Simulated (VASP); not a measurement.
The system is HPbNO4.

```
H Pb N O
1.0
     4.20407    0.00000    0.00000
     2.02172    3.83952    0.00000
     2.04686    1.27900    6.28132
H Pb N O
1 1 1 4
Direct
  0.89145 0.68202 0.62796
  0.14426 0.92872 0.88352
  0.25670 0.28861 0.30171
  0.83108 0.65056 0.78405
  0.38694 0.22380 0.11295
  0.31104 0.03576 0.45856
  0.07726 0.60633 0.32275
```

The cell was built by a generator and needn't be a form met in nature.

- Program: VASP 6.6.1
- Task: relaxation of cell and atoms
- Functional: PBE
- Dispersion: D3(BJ)
- Potentials or basis: VASP PAW PBE potentials, release 64 (H, Pb_d, N, O)
- Cutoff: 600 eV
- k mesh: 7 × 7 × 5
- Occupations: fermi-dirac, width 0.05 eV
- Spin: no spin polarisation

At the start: pressure -0.4 GPa; volume 14.48 Å³/atom.

Q: Where does the relaxation end?

A: Over 28 steps the energy falls by 2.6 meV/atom and the volume is 14.05 Å³/atom (-3.0 %); space group P1 (No. 1, to 0.05 Å).

The path:
| step | energy change (eV) | largest force (eV/Å) | pressure (GPa) | volume (Å³) |
| --- | --- | --- | --- | --- |
| 1 | 0.0000 | 0.4293 | -0.44 | 101.39 |
| 2 | 0.0103 | 0.9219 | -2.50 | 100.81 |
| 3 | -0.0047 | 0.1166 | -1.21 | 101.18 |
| 4 | -0.0115 | 0.1494 | -0.20 | 99.54 |
| 5 | -0.0116 | 0.1650 | -0.10 | 99.40 |
| 6 | -0.0108 | 0.3538 | 0.49 | 98.79 |
| 7 | -0.0125 | 0.1112 | 0.16 | 99.14 |
| 8 | -0.0138 | 0.1079 | 0.08 | 99.08 |
| 9 | -0.0146 | 0.2972 | -0.03 | 98.99 |
| 10 | -0.0150 | 0.2612 | -0.04 | 98.97 |
| 11 | -0.0160 | 0.1523 | -0.09 | 98.92 |
| 12 | -0.0166 | 0.0956 | -0.17 | 98.81 |
| 13 | -0.0166 | 0.0755 | -0.17 | 98.83 |
| 14 | -0.0167 | 0.0565 | -0.14 | 98.79 |
| 15 | -0.0170 | 0.0498 | -0.06 | 98.68 |
| 16 | -0.0169 | 0.1101 | 0.12 | 98.47 |
| 17 | -0.0171 | 0.0606 | 0.02 | 98.59 |
| 18 | -0.0172 | 0.0463 | -0.02 | 98.54 |
| 19 | -0.0173 | 0.0540 | -0.06 | 98.49 |
| 20 | -0.0174 | 0.0463 | -0.01 | 98.42 |
| 21 | -0.0178 | 0.0382 | 0.11 | 98.23 |
| 22 | -0.0175 | 0.0606 | 0.39 | 97.84 |
| 23 | -0.0178 | 0.0342 | 0.20 | 98.11 |
| 24 | -0.0180 | 0.0288 | 0.14 | 98.16 |
| 25 | -0.0182 | 0.0692 | 0.03 | 98.26 |
| 26 | -0.0183 | 0.0332 | -0.01 | 98.30 |
| 27 | -0.0184 | 0.0245 | -0.04 | 98.34 |
| 28 | -0.0184 | 0.0164 | -0.02 | 98.34 |

Final structure:
```cif
data_structure
_symmetry_space_group_name_H-M 'P 1'
_symmetry_Int_Tables_number 1
_cell_length_a 4.1517
_cell_length_b 4.2700
_cell_length_c 6.7011
_cell_angle_alpha 72.727
_cell_angle_beta 72.343
_cell_angle_gamma 62.106
_cell_volume 98.34
loop_
_atom_site_label
_atom_site_type_symbol
_atom_site_fract_x
_atom_site_fract_y
_atom_site_fract_z
_atom_site_occupancy
H1 H 0.89576 0.67940 0.62175 1
Pb1 Pb 0.13733 0.94113 0.88373 1
N1 N 0.25669 0.28634 0.30464 1
O1 O 0.83342 0.65081 0.77865 1
O2 O 0.38949 0.21863 0.11427 1
O3 O 0.31308 0.02926 0.46046 1
O4 O 0.07296 0.61022 0.32800 1
```

Caveat: the standard files for N, O and F lose accuracy on very short bonds.
